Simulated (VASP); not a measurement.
Set up this calculation in VASP 6.6.1, as the native input.

```
Task                   : electron localisation function
Functional             : vdW-DF
Potentials or basis    : VASP PAW PBE potentials, release 64 (Y_sv, Si, Mg)
Cutoff                 : 520 eV
k mesh                 : 5 × 5 × 5
Occupations            : methfessel-paxton, width 0.2 eV
Spin                   : no spin polarisation
Further INCAR settings : ALGO = Normal; EDIFF = 1e-06
```

The structure of YMg6Si lies in POSCAR:

```
YMg6Si
1.0
    5.0829700000      0.0000000000      0.0000000000
    0.0000000000      3.0313705000      5.8408860000
    0.0000000000     -3.0313705000      5.8408860000
Y Si Mg
1 1 6
Direct
    0.5000000000      0.1773320000      0.1773320000
    0.5000000000      0.6606560000      0.6606560000
    0.0000000000      0.8200270000      0.8200270000
    0.0000000000      0.3387210000      0.3387210000
    0.0000000000      0.3301270000      0.8239930000
    0.0000000000      0.8239930000      0.3301270000
    0.5000000000      0.1748240000      0.6743160000
    0.5000000000      0.6743160000      0.1748240000
```

The cell comes from a database or a generator and needn't be the stable form of this composition.

One way to write it, as run:

INCAR

```
PREC     = Accurate       # precision mode
ENCUT    = 520            # plane-wave cutoff, eV
EDIFF    = 1E-6           # SCF threshold, eV
ISMEAR   = 1              # smearing method
SIGMA    = 0.2            # smearing width, eV
LREAL    = False          # projectors in reciprocal space
LASPH    = True           # aspherical terms in the spheres
NELM     = 100            # most SCF steps
ALGO     = Normal         # electronic algorithm
ISIF     = 2              # what is computed and relaxed
LWAVE    = False          # write WAVECAR
LCHARG   = True           # write CHGCAR
GGA      = RE             # functional
LUSE_VDW = True         
AGGAC    = 0.0          
LELF     = True           # ELF
```

KPOINTS

```
Automatic mesh
0
Gamma
  5 5 5
```

Potentials or basis: VASP PAW PBE potentials, release 64 (Y_sv, Si, Mg).

Run with:

```sh
$ cat potpaw_PBE.64/Y_sv/POTCAR potpaw_PBE.64/Si/POTCAR potpaw_PBE.64/Mg/POTCAR > POTCAR
$ mpirun -np 1 vasp_std > vasp.out
```

Results of the run:

- Pressure: 1.0 GPa
- Largest force: 0.060 eV/Å
- Band gap on the k mesh: none (metal or under the smearing width)

Caveat: the PAW data sets were made with another functional, which shifts forces and pressure a little.

Run time: 2.6 min on 1 thread of Intel(R) Xeon(R) 6975P-C (Granite Rapids) (shared host), peak memory 0.84 GiB.
